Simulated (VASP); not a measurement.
Level of theory: PBE GGA, VASP's PBE PAW potentials (set 64) (plane waves; VASP).

Input for VASP

File KPOINTS:
```
Automatic mesh
0
gamma
8 8 7
```

### INCAR
```
SYSTEM = NbAs
PREC = Accurate
ENCUT = 750
EDIFF = 1E-6
NELM = 100
ALGO = Normal
LREAL = .FALSE.
LASPH = .TRUE.
ISMEAR = 0
SIGMA = 0.05
GGA = PE
LMAXMIX = 4
LWAVE = .FALSE.
LCHARG = .FALSE.
ISIF = 2
```

### POSCAR
```
NbAs
3.5410980
  1.0000000000   0.0000000000   0.0000000000
 -0.5000000000   0.8660254531   0.0000000000
  0.0000000000   0.0000000000   0.9759503973
Nb As
1 1
Cart
  0.0000000000   0.0000000000   0.0000000000
  0.5000005000   0.2886748624   0.4879751987
```

POTCAR, in this order: Nb_sv As (PBE.64 set). Program: vasp_std.

The run wrote:

OSZICAR:
```
       N       E                     dE             d eps       ncg     rms          rms(c)
DAV:   1     0.190904277448E+03    0.19090E+03   -0.11576E+04  1040   0.179E+03
DAV:   2    -0.399770802522E+01   -0.19490E+03   -0.18954E+03  1165   0.503E+02
DAV:   3    -0.164227399727E+02   -0.12425E+02   -0.11573E+02  1527   0.101E+02
DAV:   4    -0.172759697504E+02   -0.85323E+00   -0.84886E+00  1676   0.262E+01
DAV:   5    -0.172966651188E+02   -0.20695E-01   -0.20681E-01  1530   0.362E+00    0.720E+00
DAV:   6    -0.162007762582E+02    0.10959E+01   -0.39394E+00  1768   0.192E+01    0.206E+00
DAV:   7    -0.161936738763E+02    0.71024E-02   -0.13998E-01  1263   0.354E+00    0.118E+00
DAV:   8    -0.161887549609E+02    0.49189E-02   -0.28767E-02  1552   0.148E+00    0.232E-01
DAV:   9    -0.161891590438E+02   -0.40408E-03   -0.34110E-03  1786   0.496E-01    0.129E-01
DAV:  10    -0.161892033366E+02   -0.44293E-04   -0.28673E-04  1501   0.197E-01    0.218E-02
DAV:  11    -0.161891931141E+02    0.10222E-04   -0.15644E-05  1573   0.458E-02    0.115E-02
DAV:  12    -0.161891917218E+02    0.13923E-05   -0.19168E-06   968   0.237E-02    0.371E-03
DAV:  13    -0.161891918363E+02   -0.11452E-06   -0.45648E-07   740   0.106E-02
   1 F= -.16189192E+02 E0= -.16188619E+02  d E =-.114597E-02
```

**OUTCAR**
```
------------------------ aborting loop because EDIFF is reached ----------------------------------------
  FORCE on cell =-STRESS in cart. coord.  units (eV):
  Direction    XX          YY          ZZ          XY          YZ          ZX
  --------------------------------------------------------------------------------------
  Total       -1.8743744     -1.8743746     -1.2389955      0.0000000     -0.0000000     -0.0000000
  in kB      -80.0192889    -80.0192981    -52.8942009      0.0000000     -0.0000000     -0.0000000
  external PRESSURE =     -70.9775960 kB  Pullay stress =       0.0000000 kB
  volume of cell :       37.53
      direct lattice vectors                 reciprocal lattice vectors
     3.541098000  0.000000000  0.000000000     0.282398284  0.163042716  0.000000000
    -1.770549000  3.066681000  0.000000000     0.000000000  0.326085432  0.000000000
     0.000000000  0.000000000  3.455936000     0.000000000  0.000000000  0.289357210
 POSITION                                       TOTAL-FORCE (eV/Angst)
 -----------------------------------------------------------------------------------
      0.00000      0.00000      0.00000        -0.000000     -0.000000      0.000000
      1.77055      1.02223      1.72797         0.000000      0.000000      0.000000
 -----------------------------------------------------------------------------------
    total drift:                               -0.000242      0.000138     -0.000000
  FREE ENERGIE OF THE ION-ELECTRON SYSTEM (eV)
  ---------------------------------------------------
  free  energy   TOTEN  =       -16.1891918363 eV

  energy  without entropy=      -16.1880458647  energy(sigma->0) =      -16.18861885
```
(Selected blocks of OUTCAR.)

The structure was generated: NbAs was put into the WC type (P-6m2), which need not be its known phase. The cell was not relaxed at this level. The run is one of a series of settings (ENCUT = 750 against the base run), some of them coarse on purpose.
